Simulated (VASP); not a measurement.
Crystal: Si2W.

```xyz
3
Lattice="-1.6069 1.6069 3.9150 1.6069 -1.6069 3.9150 1.6069 1.6069 -3.9150" Properties=species:S:1:pos:R:3 pbc="T T T"
Si    0.0000    0.0000    2.6207
Si    0.0000    0.0000    5.2092
W     0.0000    0.0000    0.0000
```

| Quantity | Value |
| --- | --- |
| Program | VASP 6.6.1 |
| Task | relaxation of cell and atoms |
| Functional | PBE |
| Potentials or basis | VASP PAW PBE potentials, release 64 (Si, W_sv) |
| Cutoff | 520 eV |
| k mesh | 18 × 18 × 18 |
| Occupations | gaussian, width 0.1 eV |
| Spin | no spin polarisation |

At the start: pressure 3.4 GPa; volume 13.48 Å³/atom.

Where does the relaxation end?

Over 5 steps the energy falls by 2.1 meV/atom and the volume is 13.68 Å³/atom (+1.5 %); space group I4/mmm (No. 139, to 0.05 Å).

The path:
| step | energy change (eV) | largest force (eV/Å) | pressure (GPa) | volume (Å³) |
| --- | --- | --- | --- | --- |
| 1 | 0.0000 | 0.0626 | 3.40 | 40.44 |
| 2 | 0.0139 | 0.1032 | -5.59 | 42.13 |
| 3 | -0.0062 | 0.0001 | 0.01 | 41.03 |
| 4 | -0.0062 | 0.0002 | -0.02 | 41.04 |
| 5 | -0.0062 | 0.0001 | -0.02 | 41.04 |

Final structure:
```
CELL_PARAMETERS angstrom
-1.61490 1.61490 3.93376
1.61490 -1.61490 3.93376
1.61490 1.61490 -3.93376
ATOMIC_POSITIONS crystal
Si 0.33456 0.33456 0.00000
Si 0.66544 0.66544 0.00000
W 0.00000 0.00000 0.00000
```
